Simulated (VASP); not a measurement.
VASP ran on this input.

**POSCAR**
```
Cu3Au
1.0
  3.8548344031   0.0000000000   0.0000000000
  0.0000000000   3.8548344031   0.0000000000
  0.0000000000   0.0000000000   3.8548344031
Cu Au
3 1
Direct
  0.0000000000   0.5000000000   0.5000000000
  0.5000000000   0.0000000000   0.5000000000
  0.5000000000   0.5000000000   0.0000000000
  0.0000000000   0.0000000000   0.0000000000
```

**KPOINTS**
```
Automatic mesh
0
Gamma
8 8 8
0 0 0
```

### INCAR
```
! general
SYSTEM =Cu3Au
PREC   =Accurate
ENCUT  =520
LREAL  =.FALSE.
LASPH  =.TRUE.

! electronic loop
EDIFF  =1E-7
NELM   =100
ALGO   =Normal
LMAXMIX=6

! smearing
ISMEAR =1
SIGMA  =0.1

! functional
GGA    =PE

! ions
ISIF   =2

! output
LWAVE  =.FALSE.
LCHARG =.FALSE.
```

POTCAR, in this order: Cu Au (PBE.64 set). Program: vasp_std.

Problem. Translate this PBE calculation to Ansatz.

Solution. One equivalent input (not run):
Ansatz 0.2 input:
```yaml
crystal:
  lattice:
    - [3.8548344, 0.0000000, 0.0000000]
    - [0.0000000, 3.8548344, 0.0000000]
    - [0.0000000, 0.0000000, 3.8548344]
  atoms:
    - { symbol: Cu, position: [0.0000000, 0.5000000, 0.5000000] }
    - { symbol: Cu, position: [0.5000000, 0.0000000, 0.5000000] }
    - { symbol: Cu, position: [0.5000000, 0.5000000, 0.0000000] }
    - { symbol: Au, position: [0.0000000, 0.0000000, 0.0000000] }
kpoints:
  mp_grid: { grid: [8, 8, 8] }
hamiltonian:
  xc: pbe
  pseudopotentials: { kind: paw }
scf:
  occupations: { method: methfessel_paxton, width: 0.1 }
  max_iter: 100
output: { forces: true, stress: true, eigenvalues: true }
```
The two are equivalent in intent, not identical: each code has its own PAW files, so the cut-off isn't converted (ENCUT is set for VASP's; basis.ecutwfc is left out, and Ansatz then takes the one that its files recommend); Ansatz stops its SCF on the density residual and VASP on the energy change (EDIFF).

The compound is Cu3Au in the L1_2 structure. This cell is one point of a volume scan, at 1.06 of the reference volume.
